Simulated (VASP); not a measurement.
VASP input:

### INCAR
```
SYSTEM  =  Y
PREC  =  Accurate; ENCUT  =  520; LREAL  =  .FALSE.
LASPH  =  .TRUE.
EDIFF  =  1E-6; NELM  =  100; ALGO  =  Normal
LMAXMIX  =  4
ISMEAR  =  1; SIGMA  =  0.1
IBRION  =  2; NSW  =  60; ISIF  =  3
EDIFFG  =  -0.01
LWAVE  =  .FALSE.; LCHARG  =  .FALSE.
```

File POSCAR:
```
Y
1
    1.7759373761    -3.0760140203     0.0000000000
    1.7759373761     3.0760140203    -0.0000000000
    0.0000000000    -0.0000000000     5.4737064247
Y
2
Direct
  0.3333330000   0.6666670000   0.2500000000
  0.6666670000   0.3333330000   0.7500000000
```

KPOINTS:
```
Automatic mesh
0
Gamma
11 11 6
0 0 0
```

POTCAR, in this order: Y_sv (LDA.64 set). Program: vasp_std.

Question: Translate this LDA calculation to Quantum ESPRESSO's pw.x.

Answer: One equivalent input (not run):
```
&CONTROL
  calculation = 'vc-relax'
  pseudo_dir = './pseudo'
  outdir = './out'
  tprnfor = .true.
  tstress = .true.
  nstep = 60
  forc_conv_thr = 0.00039
/
&SYSTEM
  ibrav = 0
  nat = 2
  ntyp = 1
  ecutwfc = 72
  occupations = 'smearing'
  smearing = 'methfessel-paxton'
  degauss = 0.00735
  input_dft = 'pz'
/
&ELECTRONS
  conv_thr = 7.3e-08
  electron_maxstep = 100
/
&IONS
/
&CELL
/
ATOMIC_SPECIES
  Y 88.906 Y.upf
CELL_PARAMETERS angstrom
     1.7759374   -3.0760140    0.0000000
     1.7759374    3.0760140   -0.0000000
     0.0000000   -0.0000000    5.4737064
ATOMIC_POSITIONS crystal
  Y    0.3333330  0.6666670  0.2500000
  Y    0.6666670  0.3333330  0.7500000
K_POINTS automatic
  11 11 6 0 0 0
```
The two are equivalent in intent, not identical: the potentials are each code's own (VASP's PAW set, PseudoDojo norm-conserving files in pw.x), so ENCUT and ecutwfc are chosen apart and not converted; conv_thr bounds pw.x's estimated SCF error, while EDIFF bounds the energy change between steps; forc_conv_thr acts on force components and is met together with etot_conv_thr.

The compound is Y in the hcp structure. This run relaxes it. Symmetry was kept, so distortions that lower it aren't found. The start is the result of an earlier pass.
